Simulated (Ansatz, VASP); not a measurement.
## BSbAs2 (CuAu-ordered zincblende type (invented)) in two plane-wave programs

One calculation is typed for both programs; each brings its own data sets. How far apart do they land? The cell is generated by rule, not measured, and may not be a known phase. Of the first pair: The two relaxations start from unlike cells of this crystal (the structure described is Ansatz's start), so only their ends are compared.

Calculated with Ansatz 0.2.0; plane waves, with VASP 6.6.1 beside it; relaxation of cell and atoms at PBEsol.

### Step 1. Set-up

The structure is tetragonal, space group P-4m2 (No. 115). Conventional cell: a = 3.813 Å, b = 3.813 Å, c = 5.392 Å, α = 90.00°, β = 90.00°, γ = 90.00°. B has 4 As at 2.33 to 2.34 Å nearest. Nearest to Sb lie 4 As at 2.33 to 2.34 Å. As has 2 Sb at 2.33 Å and 2 B at 2.34 Å nearest. Farther neighbours are not listed.

### Step 2. VASP: relaxation of cell and atoms, PBEsol, pair 1

The relaxed volume is the usual yardstick between codes: in a stiff, nearly cubic crystal its relative difference is about their pressure difference at one cell divided by the bulk modulus.

Lines of VASP's logs that name or quote its potential files are left out, and so is its time.

File INCAR:

```
SYSTEM = BSbAs2
PREC = Accurate
ENCUT = 500
EDIFF = 1E-07
NELM = 120
ISMEAR = 0
SIGMA = 0.1
LREAL = .FALSE.
ALGO = Normal
GGA = PS
NBANDS = 15
LORBIT = 11
LWAVE = .FALSE.
LCHARG = .FALSE.
ISIF = 3
IBRION = 2
NSW = 80
EDIFFG = -0.005
LASPH = .TRUE.
GGA_COMPAT = .FALSE.
NELMIN = 4
KPAR = 2
```

File POSCAR:

```
BSbAs2
1.0
    3.1984216001      0.0000000000      0.0000000000
    0.0000000000      3.1984216001      0.0000000000
    0.0000000000      0.0000000000      7.8796005779
B Sb As
1 1 2
Direct
    0.0000000000      0.0000000000      0.0000000000
    0.5000000000      0.5000000000      0.5000000000
    0.0000000000      0.5000000000      0.1566010018
    0.5000000000      0.0000000000      0.8433991836
```

File KPOINTS:

```
Automatic mesh
0
Gamma
6 6 4
0 0 0
```

The projector-augmented-wave data sets are B, Sb and As (PBE family, release 64).

Launch:

```bash
> mpirun -np 2 vasp_std
```

Numbers of over 12 decimals in the logs are rounded to 6 here.

The program printed:

```text
[banner, memory and clock lines left out]
running    2 mpi-ranks, on    1 nodes
 distrk:  each k-point on    1 cores,    2 groups
 distr:  one band on    1 cores,    1 groups

 POSCAR found type information on POSCAR B SbAs
 POSCAR found :  3 types and       4 ions
|                                                                             |
|               ----> ADVICE to this user running VASP <----                  |
|                                                                             |
|     You enforced a specific xc type in the INCAR file but a different       |
|     [... a line on the potential file left out ...]
|     I HOPE YOU KNOW WHAT YOU ARE DOING!                                     |
|                                                                             |

 LDA part: xc-table for (Slater+PW92), standard interpolation
 POSCAR, INCAR and KPOINTS ok, starting setup
 FFT: planning ... GRIDC
 FFT: planning ... GRID_SOFT
 FFT: planning ... GRID
 WAVECAR not read
 entering main loop
       N       E                     dE             d eps       ncg     rms          rms(c)
DAV:   1     0.629160737865E+02    0.62916E+02   -0.69530E+03   900   0.988E+02
DAV:   2    -0.175433205232E+02   -0.80459E+02   -0.76054E+02  1204   0.151E+02
DAV:   3    -0.222105839963E+02   -0.46673E+01   -0.46185E+01  1216   0.424E+01
DAV:   4    -0.222502042662E+02   -0.39620E-01   -0.39606E-01  1110   0.437E+00
DAV:   5    -0.222507208946E+02   -0.51663E-03   -0.51636E-03  1246   0.489E-01    0.666E+00
DAV:   6    -0.207141500922E+02    0.15366E+01   -0.37352E+00   991   0.127E+01    0.295E+00
DAV:   7    -0.207253092982E+02   -0.11159E-01   -0.98963E-01  1082   0.511E+00    0.143E+00
DAV:   8    -0.207129673565E+02    0.12342E-01   -0.23765E-02  1089   0.108E+00    0.683E-01
DAV:   9    -0.207109036062E+02    0.20638E-02   -0.77951E-03  1103   0.568E-01    0.641E-02
DAV:  10    -0.207108392236E+02    0.64383E-04   -0.43318E-04  1194   0.130E-01    0.300E-02
DAV:  11    -0.207108493273E+02   -0.10104E-04   -0.86365E-05  1152   0.500E-02    0.117E-02
DAV:  12    -0.207108498946E+02   -0.56731E-06   -0.10443E-05  1124   0.201E-02    0.341E-03
DAV:  13    -0.207108504167E+02   -0.52205E-06   -0.10729E-06  1138   0.680E-03    0.124E-03
DAV:  14    -0.207108507353E+02   -0.31866E-06   -0.16211E-07   925   0.231E-03    0.335E-04
DAV:  15    -0.207108509036E+02   -0.16823E-06   -0.13828E-08   688   0.783E-04    0.168E-04
DAV:  16    -0.207108511516E+02   -0.24807E-06   -0.28551E-09   716   0.385E-04    0.359E-05
DAV:  17    -0.207108512628E+02   -0.11111E-06   -0.36759E-10   639   0.137E-04    0.286E-05
DAV:  18    -0.207108513509E+02   -0.88143E-07   -0.96680E-11   625   0.675E-05
   1 F= -.20710851E+02 E0= -.20707431E+02  d E =-.207109E+02
[...]
2 F= -.20711114E+02 E0= -.20707937E+02  d E =-.263009E-03
[...]
3 F= -.20711124E+02 E0= -.20708003E+02  d E =-.272551E-03
[...]
4 F= -.20711232E+02 E0= -.20708270E+02  d E =-.108565E-03
[...]
5 F= -.20711233E+02 E0= -.20708258E+02  d E =-.109427E-03
 curvature:  -0.72 expect dE=-0.925E-05 dE for cont linesearch -0.123E-11
 trial: gam= 0.00208 g(F)=  0.795E-05 g(S)=  0.488E-05 ort =-0.242E-07 (trialstep = 0.103E+01)
 search vector abs. value=  0.128E-04
 bond charge predicted
       N       E                     dE             d eps       ncg     rms          rms(c)
DAV:   1    -0.207112428687E+02   -0.94628E-05   -0.23573E-04   991   0.900E-02    0.726E-03
DAV:   2    -0.207112418544E+02    0.10142E-05   -0.12964E-05  1152   0.208E-02    0.413E-03
DAV:   3    -0.207112410998E+02    0.75463E-06   -0.12073E-06  1110   0.600E-03    0.138E-03
DAV:   4    -0.207112410055E+02    0.94326E-07   -0.16790E-07   704   0.233E-03
   6 F= -.20711241E+02 E0= -.20708251E+02  d E =-.767651E-05
 trial-energy change:   -0.000008  1 .order   -0.000008   -0.000013   -0.000002
 step:   1.2515(harm=  1.2515)  dis= 0.00055  next Energy=   -20.711241 (dE=-0.803E-05)
 reached required accuracy - stopping structural energy minimisation
```

From OUTCAR (step 2):

```text
ion  position               nearest neighbor table
   1  0.000  0.000  0.000-   4 2.02   4 2.02   3 2.02   3 2.02
   2  0.500  0.500  0.500-   3 3.14   3 3.14   4 3.14   4 3.14
   3  0.000  0.500  0.157-   1 2.02   1 2.02   2 3.14   2 3.14
   4  0.500  0.000  0.843-   1 2.02   1 2.02   2 3.14   2 3.14

  LATTYP: Found a simple tetragonal cell.
 ALAT       =     3.1984216001
 C/A-ratio  =     2.4635903465

 Subroutine GETGRP returns: Found  8 space group operations
 (whereof  8 operations were pure point group operations)

The static configuration has the point symmetry D_2d.

 Found     30 irreducible k-points:

   k-points           NKPTS =     30   k-points in BZ     NKDIM =     30   number of bands    NBANDS=     15

   dimension x,y,z NGX =    24 NGY =   24 NGZ =   60
   dimension x,y,z NGXF=    48 NGYF=   48 NGZF=  120

   ENCUT  =  500.0 eV  36.75 Ry    6.06 a.u.   5.83  5.83 14.37*2*pi/ulx,y,z

   NELECT =      18.0000    total number of electrons

 k-points in reciprocal lattice and weights: Automatic mesh
   0.00000000  0.00000000  0.00000000       0.007
   0.16666667  0.00000000  0.00000000       0.028
   0.33333333  0.00000000  0.00000000       0.028
   0.50000000  0.00000000  0.00000000       0.014
   0.16666667  0.16666667  0.00000000       0.028
   0.33333333  0.16666667  0.00000000       0.056
   0.50000000  0.16666667  0.00000000       0.028
   0.33333333  0.33333333  0.00000000       0.028
   0.50000000  0.33333333  0.00000000       0.028
[...]
0.50000000  0.33333333  0.50000000       0.028
   0.50000000  0.50000000  0.50000000       0.007

 average (electrostatic) potential at core
       1 -26.7293       2 -87.2775       3 -48.7138       4 -48.7137

 E-fermi :   5.6259

 k-point     1 :       0.0000    0.0000    0.0000
  band No.  band energies     occupation
    ...
      3      -5.5631      2.00000
      4       1.6639      2.00000
      5       1.9185      2.00000
      6       3.7932      2.00000
      7       3.7933      2.00000
      8       8.0833      0.00000
      9       8.0833      0.00000
     10       8.9341      0.00000
     11       9.0256      0.00000
     12       9.0256      0.00000
    ...

 k-point     2 :       0.1667    0.0000    0.0000
  band No.  band energies     occupation
    ...
      3      -5.1992      2.00000
      4       1.3431      2.00000
      5       1.8234      2.00000
      6       2.6818      2.00000
      7       4.0303      2.00000
      8       5.7605      0.05713
      9       6.2726      0.00000
     10       8.2259      0.00000
     11       8.9600      0.00000
     12       9.3839      0.00000
    ...

 k-point     3 :       0.3333    0.0000    0.0000
  band No.  band energies     occupation
    ...
      5       1.1141      2.00000
      6       2.0767      2.00000
      7       3.8702      2.00000
      8       4.5978      2.00000
      9       4.8066      2.00000
     10       7.4805      0.00000
     11       8.4408      0.00000
     12      10.0702      0.00000
     13      10.3112      0.00000
     14      10.5075      0.00000
    ...

  Total        0.0050621      0.0050621      0.0043903      0.0000000      0.0000000      0.0000000
  in kB        0.1004314      0.1004314      0.0871032      0.0000000      0.0000000      0.0000000
  external PRESSURE =       0.0959886 kB  Pullay stress =       0.0000000 kB

  energy-cutoff  :      500.00
  volume of cell :       80.76
      direct lattice vectors                 reciprocal lattice vectors
     3.195430293 -0.000000000  0.000000000     0.312946899  0.000000000  0.000000000
     0.000000000  3.195430293  0.000000000     0.000000000  0.312946899 -0.000000000
    -0.000000000  0.000000000  7.908827108    -0.000000000  0.000000000  0.126440999

 POSITION                                       TOTAL-FORCE (eV/Angst)
 -----------------------------------------------------------------------------------
      3.19543      0.00000      0.00000        -0.000000     -0.000000      0.000000
      1.59772      1.59772      3.95441        -0.000000      0.000000      0.000000
      3.19543      1.59772      1.23619         0.000000     -0.000000     -0.001393
      1.59772      0.00000      6.67264        -0.000000      0.000000      0.001393
 -----------------------------------------------------------------------------------
    total drift:                                0.000000      0.000000     -0.000304

  FREE ENERGIE OF THE ION-ELECTRON SYSTEM (eV)
  ---------------------------------------------------
  free  energy   TOTEN  =       -20.7112410055 eV

  energy  without entropy=      -20.7052600107  energy(sigma->0) =      -20.70825051

 reached required accuracy - stopping structural energy minimisation

 total charge
# of ion       s       p       d       tot
------------------------------------------
    1        0.683   1.216   0.000   1.898
    2        1.255   1.009   0.037   2.302
    3        1.266   1.465   0.060   2.791
    4        1.266   1.465   0.060   2.791
--------------------------------------------------
tot          4.470   5.156   0.157   9.782

[... 3 further parts left out ...]
```

### Step 3. Ansatz: relaxation of cell and atoms, PBEsol, pair 1

Ansatz runs on its default PAW (the set named soft_2) files.

Its own start cell and the same functional, mesh and smearing now go to Ansatz, which takes its cutoff from its data sets.

File input.yaml:

```yaml
crystal:
  lattice:
    - [3.81304, 0.0, 0.0]
    - [0.0, 3.81304, 0.0]
    - [0.0, 0.0, 5.39245]
  atoms:
    - { symbol: B, position: [0.0, 0.0, 0.0] }
    - { symbol: Sb, position: [0.5, 0.5, 0.5] }
    - { symbol: As, position: [0.0, 0.5, 0.25] }
    - { symbol: As, position: [0.5, 0.0, 0.75] }
kpoints:
  mp_grid: { grid: [6, 6, 4] }
hamiltonian:
  xc: pbesol
scf:
  occupations: { method: gaussian, width: 0.1 }
output:
  forces: true
  stress: true
  eigenvalues: true
relax:
  adjacent_minimum: "off"
  f_tol: 0.05
  max_steps: 80
  cell: { stress_tol: 0.5 }
```

Launch:

```bash
> ansatz run input.yaml --threads 2 --pin off --max-ram 5120MiB --backend cpu --events-out ev --progress --plain --runs-dir out
```

The program printed:

```text
The last accepted step is kept in <dir> (removed where the run ends without a failure and the disk answers)
Engine: ansatz 0.2.0, aarch64-unknown-linux-gnu
Pseudopotentials: kind: paw
Pseudopotential: B, paw, valence charge 3, recommended cutoff 420 eV (normal), B.paw.azcp
Pseudopotential: Sb, paw, valence charge 15, recommended cutoff 420 eV (normal), Sb.paw.azcp
Pseudopotential: As, paw, valence charge 15, recommended cutoff 420 eV (normal), As.paw.azcp
Functional definition: PBEsol
  exchange = pbesol_x
  correlation = pbesol_c
Crystal: 4 atoms, lattice volume = 78.402 Å³
Basis set: ecut = 420 eV, 1523 PW (Γ), exchange–correlation on 54×54×80 points (8 copies of the dense FFT grid, shifted against one another)
Bands: 29, of which v1, the nominal top of the filled ones, is band 24 counted from 1 (23 counted from 0)
Symmetry: 8 space group operations
Space group: P-4m2 (ITA 115), of the structure as read, at distance tolerance 4.3e-5 Å
k-points: 30 of 144 (time reversal used)
Non-local potential: B, projectors of the file, l = 0: 2, l = 1: 2, l = 2: 1
Non-local potential: Sb, projectors of the file, l = 0: 2, l = 1: 2, l = 2: 2, l = 3: 2
Non-local potential: As, projectors of the file, l = 0: 2, l = 1: 2, l = 2: 3, l = 3: 1
PAW form: soft (Blöchl's): semilocal exchange-correlation on the pseudo side does not see the compensation charge
PAW frozen core: B, regenerated for the run's functional, and the local potential with it (the file was generated under x = pbe(κ = 0.804, μ = 0.219515), c = pbe(β = 0.066725))
PAW frozen core: Sb, regenerated for the run's functional, and the local potential with it (the file was generated under x = pbe(κ = 0.804, μ = 0.219515), c = pbe(β = 0.066725))
PAW frozen core: As, regenerated for the run's functional, and the local potential with it (the file was generated under x = pbe(κ = 0.804, μ = 0.219515), c = pbe(β = 0.066725))
PAW one-centre angular grid: B, 110 points (default); XC on 64 Gauss nodes
PAW one-centre angular grid: Sb, 590 points (default); XC on 64 Gauss nodes
PAW one-centre angular grid: As, 590 points (default); XC on 64 Gauss nodes
Initial density: superposition of atomic densities (neutral atoms: chi_scale 0, normalization atom), corrected by the library's trained network
Initial wavefunctions: pseudopotential atomic-orbital guess
Functional: x = pbesol(κ = 0.804, μ = 0.123457), c = pbesol(β = 0.046)
SCF iter   1: F=—  HF=-16181.274582 eV  |F-HF|=—  |Δ(HF+E_count)|=         —  Δρ=5.37e-3  dr2=4.71e-2  ethr=1.77e-3  ⟨swp⟩=6.1  Hψ=3973  notcnv=0
preconditioner: auto → Kerker (q_TF=auto, 2.514 Å⁻¹)  [metal: Δε(μ)=0.017 eV  Ē_g=9.383 eV  σ=0.100 eV  W_gap=0.10  n_scr=20 (ndim 8)  ℏωp=17.8 eV  f_vac=0.001  D(μ)=3.10/eV (n_scr^D=28)]
SCF iter   2: F=—  HF=-16181.264180 eV  |F-HF|=—  |Δ(HF+E_count)|=   1.04e-2  Δρ=3.29e-3  dr2=2.02e-2  ethr=9.81e-5  ⟨swp⟩=1.1  Hψ=1112  notcnv=0
SCF iter   3: F=—  HF=-16181.258915 eV  |F-HF|=—  |Δ(HF+E_count)|=   5.27e-3  Δρ=9.75e-4  dr2=1.78e-3  ethr=4.20e-5  ⟨swp⟩=2.0  Hψ=994  notcnv=0
SCF iter   4: F=—  HF=-16181.258624 eV  |F-HF|=—  |Δ(HF+E_count)|=   2.91e-4  Δρ=4.06e-4  dr2=2.79e-4  ethr=3.71e-6  ⟨swp⟩=2.4  Hψ=1467  notcnv=0
SCF iter   5: F=—  HF=-16181.258585 eV  |F-HF|=—  |Δ(HF+E_count)|=   3.97e-5  Δρ=1.62e-4  dr2=3.62e-5  ethr=5.81e-7  ⟨swp⟩=2.0  Hψ=1534  notcnv=0
SCF iter   6: F=—  HF=-16181.258592 eV  |F-HF|=—  |Δ(HF+E_count)|=   7.76e-6  Δρ=6.31e-5  dr2=5.23e-6  ethr=7.54e-8  ⟨swp⟩=2.0  Hψ=1585  notcnv=0  defer=2
SCF iter   7: F=—  HF=-16181.258590 eV  |F-HF|=—  |Δ(HF+E_count)|=   2.39e-6  Δρ=2.11e-5  dr2=7.91e-7  ethr=1.09e-8  ⟨swp⟩=2.0  Hψ=1583  notcnv=0  defer=2
SCF iter   8: F=-16181.258590 eV  HF=-16181.258590 eV  |F-HF|=2.45e-8  |Δ(HF+E_count)|=   7.66e-9  Δρ=7.22e-6  dr2=7.20e-8  ethr=2.08e-10  ⟨swp⟩=4.9  Hψ=3941  notcnv=0
SCF 1 converged in 8 iterations: F = -16181.258590 eV  dr2 = 7.20e-8
  greatest PAW one-centre occupation: 0.999 electrons in one spin orbital (limit 2), on the As atom at site 3 (counted from 0), in its partial waves of l = 2
relax step   1: F+E_penalty+E_count = -16181.25859003 eV  Δ(F+E_penalty+E_count) = +0.000e0 eV  max|allowed force component| = 6.120e0 eV/Å  Δτ_max = 0.0000 Å  P = +20.343 GPa  Ω = 78.402 Å³  (8 SCF iters, dr2 threshold 1.00e-7 eV, accepted)
[...]
relax step  19: F+E_penalty+E_count = -16185.71052407 eV  Δ(F+E_penalty+E_count) = -5.503e-3 eV  max|allowed force component| = 1.855e-2 eV/Å  Δτ_max = 0.0000 Å  P = +0.158 GPa  Ω = 80.243 Å³  stress off target by 6.33e-1 GPa  SCF on the basis re-selected at this cell (its energy is not comparable with the rows above)  (4 SCF iters)
[...]
relax step  20: F+E_penalty+E_count = -16185.71121988 eV  Δ(F+E_penalty+E_count) = -6.958e-4 eV  max|allowed force component| = 5.848e-3 eV/Å  Δτ_max = 0.0053 Å  P = -0.055 GPa  Ω = 80.636 Å³  energy of the carried Pulay correction = -1.382e-4 eV  (5 SCF iters, dr2 threshold 4.00e-7 eV, accepted)
[...]
relax step  21: F+E_penalty+E_count = -16185.71135171 eV  Δ(F+E_penalty+E_count) = -1.318e-4 eV  max|allowed force component| = 5.933e-3 eV/Å  Δτ_max = 0.0000 Å  P = -0.056 GPa  Ω = 80.636 Å³  stress off target by 4.30e-1 GPa  SCF on the basis re-selected at this cell (its energy is not comparable with the rows above)  (5 SCF iters)
basis re-selected at this cell: Δ(F+E_penalty+E_count) = -1.318e-4 eV, ΔP = -0.001 GPa vs the last step (what re-selecting the basis moved, of the pressure what is left beyond the Pulay correction that the steps carried, after the strain that the cell walked since its last selection, with what the two solves' SCF thresholds leave and, on support functions, any second-order correction that the steps lacked; it is no m [...]
SCF converged after 5 iterations
Free energy (F): -16185.711352 eV
Harris-Foulkes:  -16185.711352 eV  (|F-HF|=9.09e-11)
Internal energy: -16185.705930 eV  (E = F + TS)
E sigma→0 (E₀):  -16185.708641 eV
Entropy (-TS):   -0.005422 eV (-1.355 meV/atom)
Fermi energy:    9.785438 eV
--- Per-component energies (eV) ---
  E_band       = -634.722640
  E_kinetic    = 460.894705
  E_local      = -5116.296467  (includes V_loc(G=0)·N_el)
  E_nonlocal   = -961.040554
  E_hartree    = 2653.464848
  E_xc         = -326.472298
  E_vxc        = -292.633453  (∫ρ·V_xc dr)
  E_paw        = -8159.984430  (= ΣΔE_a)
  E_vpaw       = -32.576801  (= ΣTr[D̂ρ^β])
  E_aug_tail   = 0.000013  (compensation charges beyond the density's cutoff)
  E_ewald      = -4738.551172
  E_core_change = 2.279425  (= ΣΔE_core)
  E_smearing   = -0.005422  (= −TS)
  E_closure    = 0.000000  (closes the sum)
  Σ components = -16185.711352   (vs F -16185.711352, Δ=0.00e0)
--- Forces (eV/Å), atoms counted from 1 ---
  atom   1  B     -0.00000000    -0.00000000     0.00000000
  atom   2  Sb     0.00000000     0.00000000     0.00000000
  atom   3  As    -0.00000000    -0.00000000     0.00593334
  atom   4  As    -0.00000000    -0.00000000    -0.00593334
  max |Σ_I F_I| component: 6.94e-17 eV/Å
--- Stress (GPa, compression-positive) ---
        0.130628       0.000000      -0.000000
        0.000000       0.130628      -0.000000
       -0.000000      -0.000000      -0.429758
  P = ⅓ Tr σ = -0.0562 GPa (-0.562 kbar)
--- Band table (eV; the first three rows and the last of 30) ---
  k-point 0: bands = [... 20 lower, 7.9732, 7.9732, 12.2864, 12.2864, 13.0360, 13.2341, 13.2341, 13.2490, ... 1 higher]
  k-point 1: bands = [... 20 lower, 7.9812, 7.9812, 12.0369, 12.0369, 12.0937, 13.2469, 13.6375, 13.6375, ... 1 higher]
  k-point 2: bands = [... 20 lower, 7.9893, 9.6496, 10.5515, 11.8692, 11.8692, 13.2524, 13.8792, 13.9903, ... 1 higher]
  k-point 29: bands = [... 20 lower, 5.8157, 6.1544, 6.1544, 8.6850, 8.6868, 8.6868, 10.9079, 12.6494, ... 1 higher]
--- Relaxed structure (18 steps of the walk, 17 accepted, 3 SCFs on fresh bases) ---
  F+E_penalty+E_count = -16185.71135171 eV   max|allowed force component| = 5.933e-3 eV/Å   (the final SCF, on the basis selected at the relaxed cell)
  cell:  # Å, volume = 80.6362 Å³
    - [3.187721, 0, -1.0197701424062311e-16]
    - [0, 3.187721, 0]
    - [-1.4421719951583203e-16, 0, 7.935418]
  atoms:
    - { symbol: B, position: [0, 0, 1.764295276462516e-18] }
    - { symbol: Sb, position: [0.5, 0.5, 0.500000] }
    - { symbol: As, position: [3.7073074281896094e-18, 0.5, 0.155552] }
    - { symbol: As, position: [0.5, 0, 0.844448] }
```

### Step 4. Side by side

Known differences besides the potentials themselves: the data sets hold 48 valence electrons in Ansatz (on its default PAW (the set named soft_2) files) and 18 in VASP; the cutoff is 420 eV in Ansatz and 500 eV in VASP; Ansatz makes its cores anew for this functional, VASP keeps those of its PBE data sets; Ansatz adds a Pulay correction to the stress that steers its cell, VASP none. Total energies have different zeros and are not compared.

The two programs side by side:

| quantity | Ansatz | VASP | difference |
| --- | --- | --- | --- |
| volume (Å³) | 80.64 | 80.76 | -0.15 % |
| edge a after relaxation, in the typed setting (Å) | 3.188 | 3.195 | -0.24 % |
| edge c after relaxation, in the typed setting (Å) | 7.935 | 7.909 | +0.34 % |

(Continued in part 2 of 2.)

[Lines on the potential files, build, host, timing and source positions are cut from VASP's logs without a mark.]

[Logs are printed without paths, hosts, clocks, repeated set-up lines and the standing remarks that a program may print on its own settings, such as how far it seeks lower states.]

[Hosts, paths, dates, database ids (printed as entryN), source tags and the programs' standing remarks are cut or masked in the printed files.]
